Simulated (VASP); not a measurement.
# LiMo (P-6m2) in VASP: settings compared, part 3 of 3

VASP 6.6.1. The steps go on from the part before.

## Step 6: Band structure, TPSS

INCAR

```
  ALGO = Normal
  EDIFF = 1E-6
  ENCUT = 520
  ISIF = 2
  ISMEAR = -1
  LASPH = True
  LCHARG = False
  LMAXMIX = 4
  LMIXTAU = True
  LREAL = False
  LWAVE = False
  METAGGA = TPSS
  NELM = 100
  PREC = Accurate
  SIGMA = 0.05
```

KPOINTS

```
k-points
0
Gamma
  11 11 6
```

POSCAR

```
LiMo
1.0
    2.6734600000      0.0000000000      0.0000000000
   -1.3367300000      2.3152800000      0.0000000000
    0.0000000000      0.0000000000      5.0047100000
Li Mo
1 1
Direct
    0.0000000000      0.0000000000      0.0000000000
    0.3333300000      0.6666700000      0.5000000000
```

KPOINTS_OPT

```
path GMKGALHA,LM,KH
10
line-mode
reciprocal
 0.0000000000  0.0000000000  0.0000000000  G
 0.5000000000  0.0000000000  0.0000000000  M

 0.5000000000  0.0000000000  0.0000000000  M
 0.3333333333  0.3333333333  0.0000000000  K

 0.3333333333  0.3333333333  0.0000000000  K
 0.0000000000  0.0000000000  0.0000000000  G

 0.0000000000  0.0000000000  0.0000000000  G
 0.0000000000  0.0000000000  0.5000000000  A

 0.0000000000  0.0000000000  0.5000000000  A
 0.5000000000  0.0000000000  0.5000000000  L

 0.5000000000  0.0000000000  0.5000000000  L
 0.3333333333  0.3333333333  0.5000000000  H

 0.3333333333  0.3333333333  0.5000000000  H
 0.0000000000  0.0000000000  0.5000000000  A

 0.5000000000  0.0000000000  0.5000000000  L
 0.5000000000  0.0000000000  0.0000000000  M

 0.3333333333  0.3333333333  0.0000000000  K
 0.3333333333  0.3333333333  0.5000000000  H
```

Potentials or basis: VASP PAW PBE potentials, release 64 (Li_sv, Mo_sv).

The run is started by

```bash
$ cat potpaw_PBE.64/Li_sv/POTCAR potpaw_PBE.64/Mo_sv/POTCAR > POTCAR
$ mpirun -np 1 vasp_std > vasp.out
```

OUTCAR:

```text
EDIFF = 1E-6
   ENCUT = 520
   ISIF = 2
   ISMEAR = -1
   LASPH = True
   LREAL = False
   METAGGA = TPSS
   NELM = 100
   PREC = Accurate

 ion  position               nearest neighbor table
   1  0.000  0.000  0.000-   2 2.94   2 2.94   2 2.94   2 2.94   2 2.94   2 2.94
   2  0.333  0.667  0.500-   1 2.94   1 2.94   1 2.94   1 2.94   1 2.94   1 2.94

  LATTYP: Found a hexagonal cell.
 ALAT       =     2.6734600000
 C/A-ratio  =     1.8719973368

  Lattice vectors:

 A1 = (   2.6734600000,   0.0000000000,   0.0000000000)
 A2 = (  -1.3367300000,   2.3152800000,   0.0000000000)
 A3 = (   0.0000000000,   0.0000000000,   5.0047100000)

Analysis of symmetry for initial positions (statically):
=====================================================================
 Subroutine PRICEL returns:
 Original cell was already a primitive cell.

 Routine SETGRP: Setting up the symmetry group for a
 hexagonal supercell.

 Subroutine GETGRP returns: Found  4 space group operations
 (whereof  4 operations were pure point group operations)
 out of a pool of 24 trial point group operations.

The static configuration has the point symmetry C_2v.

Analysis of symmetry for dynamics (positions and initial velocities):
=====================================================================
 Subroutine PRICEL returns:
 Original cell was already a primitive cell.

 Routine SETGRP: Setting up the symmetry group for a
 hexagonal supercell.

 Subroutine GETGRP returns: Found  4 space group operations
 (whereof  4 operations were pure point group operations)
 out of a pool of 24 trial point group operations.

The dynamic configuration has the point symmetry C_2v.

 Subroutine INISYM returns: Found  4 space group operations
 (whereof  4 operations are pure point group operations),
 and found     1 'primitive' translations

----------------------------------------------------------------------------------------

                                     Primitive cell

  volume of cell :      30.9782

  direct lattice vectors                    reciprocal lattice vectors
     2.673460000  0.000000000  0.000000000     0.374047115  0.215956601  0.000000000
    -1.336730000  2.315280000  0.000000000     0.000000000  0.431913203  0.000000000
     0.000000000  0.000000000  5.004710000     0.000000000  0.000000000  0.199811777

  length of vectors
     2.673460000  2.673456297  5.004710000     0.431912604  0.431913203  0.199811777

  position of ions in fractional coordinates (direct lattice)
     0.000000000  0.000000000  0.000000000
     0.333330000  0.666670000  0.500000000

  ion indices of the primitive-cell ions
   primitive index   ion index
                 1           1
                 2           2

----------------------------------------------------------------------------------------

 KPOINTS: k-points

Automatic generation of k-mesh.
 Grid dimensions read from file:
 generate k-points for:   11   11    6

 Generating k-lattice:

  Cartesian coordinates                     Fractional coordinates (reciprocal lattice)
     0.034004283  0.019632418  0.000000000     0.090909091  0.000000000  0.000000000
     0.000000000  0.039264837  0.000000000     0.000000000  0.090909091  0.000000000
     0.000000000  0.000000000  0.033301963     0.000000000  0.000000000  0.166666667

  Length of vectors
[... 38 lines left out ...]
   number of dos      NEDOS =    301   number of ions     NIONS =      2
   total plane-waves  NPLWV =  16000
   dimension x,y,z NGX =    20 NGY =   20 NGZ =   40
   dimension x,y,z NGXF=    40 NGYF=   40 NGZF=   80
   ions per type =               1   1
   NGX,Y,Z   is equivalent  to a cutoff of  12.44, 12.44, 13.29 a.u.
   NGXF,Y,Z  is equivalent  to a cutoff of  24.87, 24.87, 26.57 a.u.
 SYSTEM =  unknown system
   PREC   = accura    normal or accurate (medium, high low for compatibility)
   ISTART =      0    job   : 0-new  1-cont  2-samecut
   ICHARG =      2    charge: 1-file 2-atom 10-const
   ISPIN  =      1    spin polarized calculation?
   LNONCOLLINEAR =      F non collinear calculations
   LSORBIT =      F    spin-orbit coupling
   LASPH  =      T    aspherical Exc in radial PAW
   ENCUT  =  520.0 eV  38.22 Ry    6.18 a.u.   4.97  4.97  9.31*2*pi/ulx,y,z
   NELM   =    100;   NELMIN=  2; NELMDL= -5     # of ELM steps
   EDIFF  = 0.1E-05   stopping-criterion for ELM
   LREAL  =      F    real-space projection
   EDIFFG = 0.1E-04   stopping-criterion for IOM
   NSW    =      0    number of steps for IOM
   IBRION =     -1    ionic relax: 0-MD 1-quasi-New 2-CG
   NFREE  =      0    steps in history (QN), initial steepest desc. (CG)
   ISIF   =      2    stress and relaxation
   ISYM   =      2    0-nonsym 1-usesym 2-fastsym
   POTIM  = 0.5000    time-step for ionic-motion
   TEBEG  =    0.0;   TEEND  =   0.0 temperature during run
   PSTRESS=    0.0 pullay stress
   NELECT =      17.0000    total number of electrons
   NUPDOWN=      -1.0000    fix difference up-down
   EMIN   =  10.00;   EMAX   =-10.00  energy-range for DOS
   EFERMI =   0.00;   METHOD = LEGACY
   ISMEAR =    -1;   SIGMA  =   0.05  broadening in eV -4-tet -1-fermi 0-gaus
   EFERMI_NEDOS =   21; number of points for ismear=-14 and -15
   IALGO  =     38    algorithm
   IMIX   =      4    mixing-type and parameters
     AMIX     =   0.40;   BMIX     =  1.00
     AMIX_MAG =   1.60;   BMIX_MAG =  1.00
  volume/ion in A,a.u.               =      15.49       104.53
  Fermi-wavevector in a.u.,A,eV,Ry     =   1.340312  2.532822 24.441983  1.796435
  Thomas-Fermi vector in A             =   2.468634
   LORBIT       =      0    0 simple, 1 ext, 2 COOP (PROOUT), +10 PAW based schemes
   METAGGA = TPSS    functional components
   LHFCALC =     F    Hartree Fock is set to
   AEXX    =    0.0000 exact exchange contribution
   IVDW    =     0    specifies the selected vdW correction
   LEPSILON=     F    determine dielectric tensor
   LRPA    =     F    only Hartree local field effects (RPA)
 non-spin polarized calculation
  energy-cutoff  :      520.00
  volume of cell :       30.98
 maximum number of plane-waves:       854
   NGX =  9   NGY =  9   NGZ = 19

 number of electron      17.0000012 magnetization

 Free energy of the ion-electron system (eV)
  ---------------------------------------------------
  ext. energy  EPLUGINS =         0.00000000
  ---------------------------------------------------
  free energy    TOTEN  =       -21.20843748 eV

  energy without entropy =      -21.18938078  energy(sigma->0) =      -21.19890913

 E-fermi :   6.5332     XC(G=0): -10.8648

 val. band max:        6.4999700714   @ k =   0.2727   0.2727   0.1667
 cond. band min:       6.5390803998   @ k =   0.3636   0.3636   0.0000
 fundamental gap:      0.0391103284
 Fermi energy:         6.5331726524

 k-point     1 :       0.0000    0.0000    0.0000
  band No.  band energies     occupation
      1     -54.8675      2.00000
      2     -39.9082      2.00000
      3     -28.7498      2.00000
      4     -27.7762      2.00000
      5     -27.7761      2.00000
      6       1.1189      2.00000
      7       3.3222      2.00000
      8       6.2620      1.99121
      9       6.2621      1.99120
     10       6.2773      1.98809
     11       9.5941      0.00000
     12       9.5941      0.00000
[... 331 lines left out ...]
 k-point    24 :       0.4545    0.4545    0.0000
  band No.  band energies     occupation
      1     -54.5791      2.00000
      2     -39.8590      2.00000
      3     -29.3472      2.00000
      4     -28.4847      2.00000
      5     -28.2384      2.00000
      6       2.6477      2.00000
      7       3.7083      2.00000
      8       5.9076      1.99999
      9       7.9024      0.00000
     10       8.4089      0.00000
     11      11.2385      0.00000
     12      12.9594      0.00000

 [... further k-points ...]

------------------------ aborting loop because EDIFF is reached ----------------------------------------

  FORCE on cell =-STRESS in cart. coord.  units (eV):
  Direction    XX          YY          ZZ          XY          YZ          ZX
  --------------------------------------------------------------------------------------
  -------------------------------------------------------------------------------------
  Total        0.0733489      0.0731820     -0.1421763     -0.0001443      0.0000000      0.0000000
  in kB        3.7935708      3.7849388     -7.3532913     -0.0074634      0.0000000      0.0000000
  external PRESSURE =       0.0750728 kB  Pullay stress =       0.0000000 kB

 VOLUME and BASIS-vectors are now :
 -----------------------------------------------------------------------------
  energy-cutoff  :      520.00
  volume of cell :       30.98
      direct lattice vectors                 reciprocal lattice vectors
     2.673460000  0.000000000  0.000000000     0.374047115  0.215956601  0.000000000
    -1.336730000  2.315280000  0.000000000     0.000000000  0.431913203  0.000000000
     0.000000000  0.000000000  5.004710000     0.000000000  0.000000000  0.199811777

 POSITION                                       TOTAL-FORCE (eV/Angst)
 -----------------------------------------------------------------------------------
      0.00000      0.00000      0.00000         0.000109     -0.000063      0.000000
     -0.00001      1.54353      2.50236        -0.000109      0.000063      0.000000
 -----------------------------------------------------------------------------------
    total drift:                                0.000225     -0.000132      0.000000

  FREE ENERGIE OF THE ION-ELECTRON SYSTEM (eV)
  ---------------------------------------------------
  free  energy   TOTEN  =       -21.2084374762 eV

  energy  without entropy=      -21.1893807763  energy(sigma->0) =      -21.19890913
```

It took 3.3 min on 1 thread of Intel Xeon 6975P-C (Granite Rapids), shared host; peak memory 0.22 GiB.

What came out:

```
Free energy             : -21.2084 eV
Band gap along the path : none (metal or under the smearing width)
```

Levels at the corners of the path, in eV from the Fermi level:
| point | band 6 | band 7 | band 8 | band 9 | band 10 | band 11 | band 12 |
| --- | --- | --- | --- | --- | --- | --- | --- |
| Γ | -5.41 | -3.21 | -0.27 | -0.27 | -0.26 | 3.06 | 3.06 |
| M | -4.24 | -2.95 | -0.73 | 1.89 | 2.25 | 5.31 | 5.80 |
| M | -4.24 | -2.95 | -0.73 | 1.89 | 2.25 | 5.31 | 5.80 |
| K | -1.49 | -1.29 | -0.95 | -0.87 | 0.07 | 4.21 | 6.04 |
| K | -1.49 | -1.29 | -0.95 | -0.87 | 0.07 | 4.21 | 6.04 |
| Γ | -5.41 | -3.21 | -0.27 | -0.27 | -0.26 | 3.06 | 3.06 |
| Γ | -5.41 | -3.21 | -0.27 | -0.27 | -0.26 | 3.06 | 3.06 |
| A | -5.12 | -2.39 | -2.26 | -0.27 | -0.27 | 3.04 | 3.04 |
| A | -5.12 | -2.39 | -2.26 | -0.27 | -0.27 | 3.04 | 3.04 |
| L | -4.22 | -3.08 | 0.72 | 1.71 | 1.84 | 3.08 | 5.31 |
| L | -4.22 | -3.08 | 0.72 | 1.71 | 1.84 | 3.08 | 5.31 |
| H | -1.66 | -1.39 | -0.92 | -0.78 | 1.10 | 3.64 | 5.65 |
| H | -1.66 | -1.39 | -0.92 | -0.78 | 1.10 | 3.64 | 5.65 |
| A | -5.12 | -2.39 | -2.26 | -0.27 | -0.27 | 3.04 | 3.04 |
| L | -4.22 | -3.08 | 0.72 | 1.71 | 1.84 | 3.08 | 5.31 |
| M | -4.24 | -2.95 | -0.73 | 1.89 | 2.25 | 5.31 | 5.80 |
| K | -1.49 | -1.29 | -0.95 | -0.87 | 0.07 | 4.21 | 6.04 |
| H | -1.66 | -1.39 | -0.92 | -0.78 | 1.10 | 3.64 | 5.65 |

Caveat: the cutoff is under 1.25 times the usual one of these potentials, so pressure, stress and relaxed cells hold a basis-set (Pulay) error; the PAW data sets were made with another functional, which shifts forces and pressure a little.

## Step 7: The reference run

An earlier run on the cell as given: functional PBE; potentials or basis VASP PAW PBE potentials, release 64 (Li_sv, Mo_sv); cutoff 520 eV; k mesh 11 × 11 × 6; occupations fermi-dirac, width 0.05 eV; no spin polarisation.

* Band gap on the k mesh: none (metal or under the smearing width)
